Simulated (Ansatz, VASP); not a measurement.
# Ge (Germanium) in two plane-wave programs

One calculation is typed for both programs; each brings its own data sets. How far apart do they land? The cell is taken from a series of runs on this material, whose earlier steps may have relaxed, scaled, displaced or heated it; both programs get it as it stands.

Method: plane waves, with VASP 6.6.1 beside it; zone-centre phonons at LDA, in Ansatz 0.2.0.

### 1. The structure

Symmetry: Imma, No. 74, orthorhombic system. Conventional cell: a = 3.856 Å, b = 3.978 Å, c = 5.684 Å, α = 90.00°, β = 90.00°, γ = 90.00°. Ge has 4 Ge at 2.41 to 2.43 Å nearest.

Structure file:

```xyz
2
Lattice="-0.0433 2.7697 2.8421 2.7697 -0.0433 2.8421 2.7264 2.7264 0.0000" Properties=species:S:1:pos:R:3 pbc="T T T"
Ge    2.7263    2.7263    2.8303
Ge    4.0897    4.0897    4.2750
```

### 2. VASP: zone-centre phonons, LDA

Second derivatives magnify differences that forces hide, and they need a tight electronic threshold.

Lines of VASP's logs that name or quote its potential files are left out, and so is its time.

INCAR

```
SYSTEM = Ge
PREC = Accurate
ENCUT = 500
EDIFF = 1E-08
NELM = 120
ISMEAR = 0
SIGMA = 0.015
LREAL = .FALSE.
ALGO = Normal
GGA = CA
NBANDS = 20
LORBIT = 11
LWAVE = .FALSE.
LCHARG = .FALSE.
ISIF = 2
ISYM = 2
IBRION = 8
LASPH = .TRUE.
GGA_COMPAT = .FALSE.
KPAR = 2
```

POSCAR

```
Ge
1.0
   -0.0432806706      2.7697010626      2.8421170952
    2.7697010626     -0.0432806706      2.8421170952
    2.7264203921      2.7264203921      0.0000000000
Ge
2
Direct
    0.4979204120      0.4979204120      0.5020408324
    0.7520795880      0.7520795880      0.7479591676
```

KPOINTS

```
Points of the shifted mesh
1728
Reciprocal
 0.0416666667  0.0416666667  0.0416666667 1
 0.0416666667  0.0416666667  0.1250000000 1
 0.0416666667  0.0416666667  0.2083333333 1
 0.0416666667  0.0416666667  0.2916666667 1
 0.0416666667  0.0416666667  0.3750000000 1
 0.0416666667  0.0416666667  0.4583333333 1
 0.0416666667  0.0416666667  0.5416666667 1
 0.0416666667  0.0416666667  0.6250000000 1
 0.0416666667  0.0416666667  0.7083333333 1
 0.0416666667  0.0416666667  0.7916666667 1
 0.0416666667  0.0416666667  0.8750000000 1
 0.0416666667  0.0416666667  0.9583333333 1
 0.0416666667  0.1250000000  0.0416666667 1
 0.0416666667  0.1250000000  0.1250000000 1
 0.0416666667  0.1250000000  0.2083333333 1
 0.0416666667  0.1250000000  0.2916666667 1
 0.0416666667  0.1250000000  0.3750000000 1
 0.0416666667  0.1250000000  0.4583333333 1
 0.0416666667  0.1250000000  0.5416666667 1
 0.0416666667  0.1250000000  0.6250000000 1
 0.0416666667  0.1250000000  0.7083333333 1
 0.0416666667  0.1250000000  0.7916666667 1
 0.0416666667  0.1250000000  0.8750000000 1
 0.0416666667  0.1250000000  0.9583333333 1
 0.0416666667  0.2083333333  0.0416666667 1
 0.0416666667  0.2083333333  0.1250000000 1
 0.0416666667  0.2083333333  0.2083333333 1
 0.0416666667  0.2083333333  0.2916666667 1
 0.0416666667  0.2083333333  0.3750000000 1
 0.0416666667  0.2083333333  0.4583333333 1
 0.0416666667  0.2083333333  0.5416666667 1
 0.0416666667  0.2083333333  0.6250000000 1
 0.0416666667  0.2083333333  0.7083333333 1
 0.0416666667  0.2083333333  0.7916666667 1
 0.0416666667  0.2083333333  0.8750000000 1
 0.0416666667  0.2083333333  0.9583333333 1
 0.0416666667  0.2916666667  0.0416666667 1
 0.0416666667  0.2916666667  0.1250000000 1
 0.0416666667  0.2916666667  0.2083333333 1
 0.0416666667  0.2916666667  0.2916666667 1
 0.0416666667  0.2916666667  0.3750000000 1
 0.0416666667  0.2916666667  0.4583333333 1
 0.0416666667  0.2916666667  0.5416666667 1
 0.0416666667  0.2916666667  0.6250000000 1
 0.0416666667  0.2916666667  0.7083333333 1
 0.0416666667  0.2916666667  0.7916666667 1
 0.0416666667  0.2916666667  0.8750000000 1
 0.0416666667  0.2916666667  0.9583333333 1
 0.0416666667  0.3750000000  0.0416666667 1
 0.0416666667  0.3750000000  0.1250000000 1
 0.0416666667  0.3750000000  0.2083333333 1
 0.0416666667  0.3750000000  0.2916666667 1
 0.0416666667  0.3750000000  0.3750000000 1
 0.0416666667  0.3750000000  0.4583333333 1
 0.0416666667  0.3750000000  0.5416666667 1
 0.0416666667  0.3750000000  0.6250000000 1
 0.0416666667  0.3750000000  0.7083333333 1
 0.0416666667  0.3750000000  0.7916666667 1
 0.0416666667  0.3750000000  0.8750000000 1
 0.0416666667  0.3750000000  0.9583333333 1
 0.0416666667  0.4583333333  0.0416666667 1
 0.0416666667  0.4583333333  0.1250000000 1
 0.0416666667  0.4583333333  0.2083333333 1
 0.0416666667  0.4583333333  0.2916666667 1
 0.0416666667  0.4583333333  0.3750000000 1
 0.0416666667  0.4583333333  0.4583333333 1
 0.0416666667  0.4583333333  0.5416666667 1
 0.0416666667  0.4583333333  0.6250000000 1
 0.0416666667  0.4583333333  0.7083333333 1
 0.0416666667  0.4583333333  0.7916666667 1
 0.0416666667  0.4583333333  0.8750000000 1
 0.0416666667  0.4583333333  0.9583333333 1
 0.0416666667  0.5416666667  0.0416666667 1
 0.0416666667  0.5416666667  0.1250000000 1
 0.0416666667  0.5416666667  0.2083333333 1
 0.0416666667  0.5416666667  0.2916666667 1
 0.0416666667  0.5416666667  0.3750000000 1
 0.0416666667  0.5416666667  0.4583333333 1
 0.0416666667  0.5416666667  0.5416666667 1
 0.0416666667  0.5416666667  0.6250000000 1
 0.0416666667  0.5416666667  0.7083333333 1
 0.0416666667  0.5416666667  0.7916666667 1
 0.0416666667  0.5416666667  0.8750000000 1
 0.0416666667  0.5416666667  0.9583333333 1
 0.0416666667  0.6250000000  0.0416666667 1
 0.0416666667  0.6250000000  0.1250000000 1
 0.0416666667  0.6250000000  0.2083333333 1
 0.0416666667  0.6250000000  0.2916666667 1
 0.0416666667  0.6250000000  0.3750000000 1
 0.0416666667  0.6250000000  0.4583333333 1
 0.0416666667  0.6250000000  0.5416666667 1
 0.0416666667  0.6250000000  0.6250000000 1
 0.0416666667  0.6250000000  0.7083333333 1
 0.0416666667  0.6250000000  0.7916666667 1
 0.0416666667  0.6250000000  0.8750000000 1
 0.0416666667  0.6250000000  0.9583333333 1
 0.0416666667  0.7083333333  0.0416666667 1
 0.0416666667  0.7083333333  0.1250000000 1
 0.0416666667  0.7083333333  0.2083333333 1
 0.0416666667  0.7083333333  0.2916666667 1
 0.0416666667  0.7083333333  0.3750000000 1
 0.0416666667  0.7083333333  0.4583333333 1
 0.0416666667  0.7083333333  0.5416666667 1
 0.0416666667  0.7083333333  0.6250000000 1
 0.0416666667  0.7083333333  0.7083333333 1
 0.0416666667  0.7083333333  0.7916666667 1
 0.0416666667  0.7083333333  0.8750000000 1
 0.0416666667  0.7083333333  0.9583333333 1
 0.0416666667  0.7916666667  0.0416666667 1
 0.0416666667  0.7916666667  0.1250000000 1
 0.0416666667  0.7916666667  0.2083333333 1
 0.0416666667  0.7916666667  0.2916666667 1
[... 1390 lines left out ...]
 0.8750000000  0.4583333333  0.1250000000 1
 0.8750000000  0.4583333333  0.2083333333 1
 0.8750000000  0.4583333333  0.2916666667 1
 0.8750000000  0.4583333333  0.3750000000 1
 0.8750000000  0.4583333333  0.4583333333 1
 0.8750000000  0.4583333333  0.5416666667 1
 0.8750000000  0.4583333333  0.6250000000 1
 0.8750000000  0.4583333333  0.7083333333 1
 0.8750000000  0.4583333333  0.7916666667 1
 0.8750000000  0.4583333333  0.8750000000 1
 0.8750000000  0.4583333333  0.9583333333 1
 0.8750000000  0.5416666667  0.0416666667 1
 0.8750000000  0.5416666667  0.1250000000 1
 0.8750000000  0.5416666667  0.2083333333 1
 0.8750000000  0.5416666667  0.2916666667 1
 0.8750000000  0.5416666667  0.3750000000 1
 0.8750000000  0.5416666667  0.4583333333 1
 0.8750000000  0.5416666667  0.5416666667 1
 0.8750000000  0.5416666667  0.6250000000 1
 0.8750000000  0.5416666667  0.7083333333 1
 0.8750000000  0.5416666667  0.7916666667 1
 0.8750000000  0.5416666667  0.8750000000 1
 0.8750000000  0.5416666667  0.9583333333 1
 0.8750000000  0.6250000000  0.0416666667 1
 0.8750000000  0.6250000000  0.1250000000 1
 0.8750000000  0.6250000000  0.2083333333 1
 0.8750000000  0.6250000000  0.2916666667 1
 0.8750000000  0.6250000000  0.3750000000 1
 0.8750000000  0.6250000000  0.4583333333 1
 0.8750000000  0.6250000000  0.5416666667 1
 0.8750000000  0.6250000000  0.6250000000 1
 0.8750000000  0.6250000000  0.7083333333 1
 0.8750000000  0.6250000000  0.7916666667 1
 0.8750000000  0.6250000000  0.8750000000 1
 0.8750000000  0.6250000000  0.9583333333 1
 0.8750000000  0.7083333333  0.0416666667 1
 0.8750000000  0.7083333333  0.1250000000 1
 0.8750000000  0.7083333333  0.2083333333 1
 0.8750000000  0.7083333333  0.2916666667 1
 0.8750000000  0.7083333333  0.3750000000 1
 0.8750000000  0.7083333333  0.4583333333 1
 0.8750000000  0.7083333333  0.5416666667 1
 0.8750000000  0.7083333333  0.6250000000 1
 0.8750000000  0.7083333333  0.7083333333 1
 0.8750000000  0.7083333333  0.7916666667 1
 0.8750000000  0.7083333333  0.8750000000 1
 0.8750000000  0.7083333333  0.9583333333 1
 0.8750000000  0.7916666667  0.0416666667 1
 0.8750000000  0.7916666667  0.1250000000 1
 0.8750000000  0.7916666667  0.2083333333 1
 0.8750000000  0.7916666667  0.2916666667 1
 0.8750000000  0.7916666667  0.3750000000 1
 0.8750000000  0.7916666667  0.4583333333 1
 0.8750000000  0.7916666667  0.5416666667 1
 0.8750000000  0.7916666667  0.6250000000 1
 0.8750000000  0.7916666667  0.7083333333 1
 0.8750000000  0.7916666667  0.7916666667 1
 0.8750000000  0.7916666667  0.8750000000 1
 0.8750000000  0.7916666667  0.9583333333 1
 0.8750000000  0.8750000000  0.0416666667 1
 0.8750000000  0.8750000000  0.1250000000 1
 0.8750000000  0.8750000000  0.2083333333 1
 0.8750000000  0.8750000000  0.2916666667 1
 0.8750000000  0.8750000000  0.3750000000 1
 0.8750000000  0.8750000000  0.4583333333 1
 0.8750000000  0.8750000000  0.5416666667 1
 0.8750000000  0.8750000000  0.6250000000 1
 0.8750000000  0.8750000000  0.7083333333 1
 0.8750000000  0.8750000000  0.7916666667 1
 0.8750000000  0.8750000000  0.8750000000 1
 0.8750000000  0.8750000000  0.9583333333 1
 0.8750000000  0.9583333333  0.0416666667 1
 0.8750000000  0.9583333333  0.1250000000 1
 0.8750000000  0.9583333333  0.2083333333 1
 0.8750000000  0.9583333333  0.2916666667 1
 0.8750000000  0.9583333333  0.3750000000 1
 0.8750000000  0.9583333333  0.4583333333 1
 0.8750000000  0.9583333333  0.5416666667 1
 0.8750000000  0.9583333333  0.6250000000 1
 0.8750000000  0.9583333333  0.7083333333 1
 0.8750000000  0.9583333333  0.7916666667 1
 0.8750000000  0.9583333333  0.8750000000 1
 0.8750000000  0.9583333333  0.9583333333 1
 0.9583333333  0.0416666667  0.0416666667 1
 0.9583333333  0.0416666667  0.1250000000 1
 0.9583333333  0.0416666667  0.2083333333 1
 0.9583333333  0.0416666667  0.2916666667 1
 0.9583333333  0.0416666667  0.3750000000 1
 0.9583333333  0.0416666667  0.4583333333 1
 0.9583333333  0.0416666667  0.5416666667 1
 0.9583333333  0.0416666667  0.6250000000 1
 0.9583333333  0.0416666667  0.7083333333 1
 0.9583333333  0.0416666667  0.7916666667 1
 0.9583333333  0.0416666667  0.8750000000 1
 0.9583333333  0.0416666667  0.9583333333 1
 0.9583333333  0.1250000000  0.0416666667 1
 0.9583333333  0.1250000000  0.1250000000 1
 0.9583333333  0.1250000000  0.2083333333 1
 0.9583333333  0.1250000000  0.2916666667 1
 0.9583333333  0.1250000000  0.3750000000 1
 0.9583333333  0.1250000000  0.4583333333 1
 0.9583333333  0.1250000000  0.5416666667 1
 0.9583333333  0.1250000000  0.6250000000 1
 0.9583333333  0.1250000000  0.7083333333 1
 0.9583333333  0.1250000000  0.7916666667 1
 0.9583333333  0.1250000000  0.8750000000 1
 0.9583333333  0.1250000000  0.9583333333 1
 0.9583333333  0.2083333333  0.0416666667 1
 0.9583333333  0.2083333333  0.1250000000 1
 0.9583333333  0.2083333333  0.2083333333 1
 0.9583333333  0.2083333333  0.2916666667 1
 0.9583333333  0.2083333333  0.3750000000 1
 0.9583333333  0.2083333333  0.4583333333 1
 0.9583333333  0.2083333333  0.5416666667 1
 0.9583333333  0.2083333333  0.6250000000 1
 0.9583333333  0.2083333333  0.7083333333 1
 0.9583333333  0.2083333333  0.7916666667 1
 0.9583333333  0.2083333333  0.8750000000 1
 0.9583333333  0.2083333333  0.9583333333 1
 0.9583333333  0.2916666667  0.0416666667 1
 0.9583333333  0.2916666667  0.1250000000 1
 0.9583333333  0.2916666667  0.2083333333 1
 0.9583333333  0.2916666667  0.2916666667 1
 0.9583333333  0.2916666667  0.3750000000 1
 0.9583333333  0.2916666667  0.4583333333 1
 0.9583333333  0.2916666667  0.5416666667 1
 0.9583333333  0.2916666667  0.6250000000 1
 0.9583333333  0.2916666667  0.7083333333 1
 0.9583333333  0.2916666667  0.7916666667 1
 0.9583333333  0.2916666667  0.8750000000 1
 0.9583333333  0.2916666667  0.9583333333 1
 0.9583333333  0.3750000000  0.0416666667 1
 0.9583333333  0.3750000000  0.1250000000 1
 0.9583333333  0.3750000000  0.2083333333 1
 0.9583333333  0.3750000000  0.2916666667 1
 0.9583333333  0.3750000000  0.3750000000 1
 0.9583333333  0.3750000000  0.4583333333 1
 0.9583333333  0.3750000000  0.5416666667 1
 0.9583333333  0.3750000000  0.6250000000 1
 0.9583333333  0.3750000000  0.7083333333 1
 0.9583333333  0.3750000000  0.7916666667 1
 0.9583333333  0.3750000000  0.8750000000 1
 0.9583333333  0.3750000000  0.9583333333 1
 0.9583333333  0.4583333333  0.0416666667 1
 0.9583333333  0.4583333333  0.1250000000 1
 0.9583333333  0.4583333333  0.2083333333 1
 0.9583333333  0.4583333333  0.2916666667 1
 0.9583333333  0.4583333333  0.3750000000 1
 0.9583333333  0.4583333333  0.4583333333 1
 0.9583333333  0.4583333333  0.5416666667 1
 0.9583333333  0.4583333333  0.6250000000 1
 0.9583333333  0.4583333333  0.7083333333 1
 0.9583333333  0.4583333333  0.7916666667 1
 0.9583333333  0.4583333333  0.8750000000 1
 0.9583333333  0.4583333333  0.9583333333 1
 0.9583333333  0.5416666667  0.0416666667 1
 0.9583333333  0.5416666667  0.1250000000 1
 0.9583333333  0.5416666667  0.2083333333 1
 0.9583333333  0.5416666667  0.2916666667 1
 0.9583333333  0.5416666667  0.3750000000 1
 0.9583333333  0.5416666667  0.4583333333 1
 0.9583333333  0.5416666667  0.5416666667 1
 0.9583333333  0.5416666667  0.6250000000 1
 0.9583333333  0.5416666667  0.7083333333 1
 0.9583333333  0.5416666667  0.7916666667 1
 0.9583333333  0.5416666667  0.8750000000 1
 0.9583333333  0.5416666667  0.9583333333 1
 0.9583333333  0.6250000000  0.0416666667 1
 0.9583333333  0.6250000000  0.1250000000 1
 0.9583333333  0.6250000000  0.2083333333 1
 0.9583333333  0.6250000000  0.2916666667 1
 0.9583333333  0.6250000000  0.3750000000 1
 0.9583333333  0.6250000000  0.4583333333 1
 0.9583333333  0.6250000000  0.5416666667 1
 0.9583333333  0.6250000000  0.6250000000 1
 0.9583333333  0.6250000000  0.7083333333 1
 0.9583333333  0.6250000000  0.7916666667 1
 0.9583333333  0.6250000000  0.8750000000 1
 0.9583333333  0.6250000000  0.9583333333 1
 0.9583333333  0.7083333333  0.0416666667 1
 0.9583333333  0.7083333333  0.1250000000 1
 0.9583333333  0.7083333333  0.2083333333 1
 0.9583333333  0.7083333333  0.2916666667 1
 0.9583333333  0.7083333333  0.3750000000 1
 0.9583333333  0.7083333333  0.4583333333 1
 0.9583333333  0.7083333333  0.5416666667 1
 0.9583333333  0.7083333333  0.6250000000 1
 0.9583333333  0.7083333333  0.7083333333 1
 0.9583333333  0.7083333333  0.7916666667 1
 0.9583333333  0.7083333333  0.8750000000 1
 0.9583333333  0.7083333333  0.9583333333 1
 0.9583333333  0.7916666667  0.0416666667 1
 0.9583333333  0.7916666667  0.1250000000 1
 0.9583333333  0.7916666667  0.2083333333 1
 0.9583333333  0.7916666667  0.2916666667 1
 0.9583333333  0.7916666667  0.3750000000 1
 0.9583333333  0.7916666667  0.4583333333 1
 0.9583333333  0.7916666667  0.5416666667 1
 0.9583333333  0.7916666667  0.6250000000 1
 0.9583333333  0.7916666667  0.7083333333 1
 0.9583333333  0.7916666667  0.7916666667 1
 0.9583333333  0.7916666667  0.8750000000 1
 0.9583333333  0.7916666667  0.9583333333 1
 0.9583333333  0.8750000000  0.0416666667 1
 0.9583333333  0.8750000000  0.1250000000 1
 0.9583333333  0.8750000000  0.2083333333 1
 0.9583333333  0.8750000000  0.2916666667 1
 0.9583333333  0.8750000000  0.3750000000 1
 0.9583333333  0.8750000000  0.4583333333 1
 0.9583333333  0.8750000000  0.5416666667 1
 0.9583333333  0.8750000000  0.6250000000 1
 0.9583333333  0.8750000000  0.7083333333 1
 0.9583333333  0.8750000000  0.7916666667 1
 0.9583333333  0.8750000000  0.8750000000 1
 0.9583333333  0.8750000000  0.9583333333 1
 0.9583333333  0.9583333333  0.0416666667 1
 0.9583333333  0.9583333333  0.1250000000 1
 0.9583333333  0.9583333333  0.2083333333 1
 0.9583333333  0.9583333333  0.2916666667 1
 0.9583333333  0.9583333333  0.3750000000 1
 0.9583333333  0.9583333333  0.4583333333 1
 0.9583333333  0.9583333333  0.5416666667 1
 0.9583333333  0.9583333333  0.6250000000 1
 0.9583333333  0.9583333333  0.7083333333 1
 0.9583333333  0.9583333333  0.7916666667 1
 0.9583333333  0.9583333333  0.8750000000 1
 0.9583333333  0.9583333333  0.9583333333 1
```

The projector-augmented-wave data sets are Ge_d (LDA family, release 64).

Started as:

```sh
$ mpirun -np 2 vasp_std
```

Numbers of over 12 decimals in the logs are rounded to 6 here.

What it wrote:

```text
[banner, memory and clock lines left out]
running    2 mpi-ranks, on    1 nodes
 distrk:  each k-point on    1 cores,    2 groups
 distr:  one band on    1 cores,    1 groups

 POSCAR found type information on POSCAR Ge
 POSCAR found :  1 types and       2 ions
 LDA part: xc-table for (Slater(with rela. corr.)+CA(PZ))
 , standard interpolation
 POSCAR, INCAR and KPOINTS ok, starting setup
 FFT: planning ... GRIDC
 FFT: planning ... GRID_SOFT
 FFT: planning ... GRID
 WAVECAR not read
 entering main loop
       N       E                     dE             d eps       ncg     rms          rms(c)
DAV:   1     0.182249792712E+03    0.18225E+03   -0.14695E+04 74592   0.374E+03
DAV:   2     0.146030833282E+02   -0.16765E+03   -0.16311E+03 69232   0.582E+02
DAV:   3    -0.978916741809E+01   -0.24392E+02   -0.24210E+02 77928   0.143E+02
DAV:   4    -0.105533825337E+02   -0.76422E+00   -0.76369E+00 77820   0.297E+01
DAV:   5    -0.105656506070E+02   -0.12268E-01   -0.12268E-01 77316   0.408E+00    0.345E+00
DAV:   6    -0.104368889005E+02    0.12876E+00   -0.42413E-02 76552   0.169E+00    0.198E+00
DAV:   7    -0.103731064628E+02    0.63782E-01   -0.84424E-02 73896   0.215E+00    0.145E-01
DAV:   8    -0.103738147362E+02   -0.70827E-03   -0.62126E-03 78228   0.877E-01    0.464E-02
DAV:   9    -0.103738391836E+02   -0.24447E-04   -0.11889E-04 82520   0.121E-01    0.170E-02
DAV:  10    -0.103738366220E+02    0.25616E-05   -0.12272E-05 93916   0.497E-02    0.453E-03
DAV:  11    -0.103738364293E+02    0.19271E-06   -0.16258E-06 74852   0.977E-03    0.105E-03
DAV:  12    -0.103738364063E+02    0.23069E-07   -0.16308E-07 88892   0.435E-03    0.609E-04
DAV:  13    -0.103738364041E+02    0.21191E-08   -0.11526E-08 50396   0.157E-03
   1 F= -.10373836E+02 E0= -.10373836E+02  d E =-.295923E-07
 Linear response reoptimize wavefunctions to high precision
DAV:   1    -0.103738364045E+02   -0.34743E-09   -0.24821E-09 58916   0.550E-04
DAV:   2    -0.103738364045E+02   -0.30013E-10   -0.23050E-10 40256   0.189E-04
 Linear response DOF=           2
 Linear response progress:
  Degree of freedom:   1/  2
       N       E                     dE             d eps       ncg     rms          rms(c)
RMM:   1    -0.187871335920E+00   -0.18787E+00    0.87284E+00 84088   0.453E+01
RMM:   2    -0.195395302198E+00   -0.75240E-02   -0.13856E-02111662   0.114E+00    0.767E-02
RMM:   3    -0.195461603436E+00   -0.66301E-04   -0.97970E-04118956   0.324E-01    0.441E-02
RMM:   4    -0.195413206605E+00    0.48397E-04   -0.67828E-05126809   0.836E-02    0.493E-03
RMM:   5    -0.195420261415E+00   -0.70548E-05   -0.43579E-06121938   0.190E-02    0.249E-03
RMM:   6    -0.195431452713E+00   -0.11191E-04   -0.24631E-07124151   0.525E-03    0.325E-04
RMM:   7    -0.195430791072E+00    0.66164E-06   -0.39403E-08127479   0.168E-03    0.201E-04
RMM:   8    -0.195430322956E+00    0.46812E-06   -0.11092E-08129166   0.575E-04    0.389E-05
RMM:   9    -0.195430158536E+00    0.16442E-06   -0.12469E-08129342   0.256E-04    0.163E-05
RMM:  10    -0.195430239445E+00   -0.80909E-07   -0.10463E-08130737   0.121E-04    0.525E-06
RMM:  11    -0.195430251109E+00   -0.11664E-07   -0.17430E-08134613   0.698E-05    0.266E-06
RMM:  12    -0.195430269058E+00   -0.17949E-07   -0.11113E-08158289   0.465E-05    0.155E-06
RMM:  13    -0.195430284597E+00   -0.15539E-07   -0.30443E-09173113   0.365E-05    0.179E-07
RMM:  14    -0.195430283377E+00    0.12192E-08   -0.30493E-09171918   0.313E-05    0.180E-07
 first order change of Fermi-energy   0.23015E+01
 force on displaced ion       1 direction 1 : -11.988  -0.285   0.002
 Linear response progress:
  Degree of freedom:   2/  2
       N       E                     dE             d eps       ncg     rms          rms(c)
RMM:   1    -0.188090907622E+00   -0.18809E+00    0.85268E+00 83506   0.449E+01
RMM:   2    -0.195706373267E+00   -0.76155E-02   -0.14615E-02112020   0.116E+00    0.785E-02
RMM:   3    -0.195780077858E+00   -0.73705E-04   -0.99114E-04119373   0.324E-01    0.451E-02
RMM:   4    -0.195739362207E+00    0.40716E-04   -0.66867E-05127118   0.832E-02    0.488E-03
RMM:   5    -0.195745775620E+00   -0.64134E-05   -0.42603E-06121930   0.192E-02    0.242E-03
RMM:   6    -0.195755360641E+00   -0.95850E-05   -0.27019E-07123961   0.530E-03    0.368E-04
RMM:   7    -0.195755155718E+00    0.20492E-06   -0.55380E-08127446   0.167E-03    0.197E-04
RMM:   8    -0.195754832062E+00    0.32366E-06   -0.58045E-09128018   0.588E-04    0.448E-05
RMM:   9    -0.195754635083E+00    0.19698E-06   -0.16082E-08117483   0.281E-04    0.152E-05
RMM:  10    -0.195754720310E+00   -0.85227E-07   -0.15548E-08128726   0.139E-04    0.721E-06
RMM:  11    -0.195754737489E+00   -0.17178E-07   -0.22640E-08132605   0.782E-05    0.338E-06
RMM:  12    -0.195754763335E+00   -0.25847E-07   -0.12455E-08134320   0.531E-05    0.102E-06
RMM:  13    -0.195754767873E+00   -0.45379E-08   -0.64884E-09129158   0.418E-05    0.380E-07
 first order change of Fermi-energy  -0.37481E+00
 force on displaced ion       1 direction 3 :   0.001   0.001 -12.185
 Linear response finished
```

(Part 1 of 2 ends here.)

[Lines on the potential files, build, host, timing and source positions are cut from VASP's logs without a mark.]

[Logs are printed without paths, hosts, clocks, repeated set-up lines and the standing remarks that a program may print on its own settings, such as how far it seeks lower states.]

[Hosts, paths, dates, database ids (printed as entryN), source tags and the programs' standing remarks are cut or masked in the printed files.]
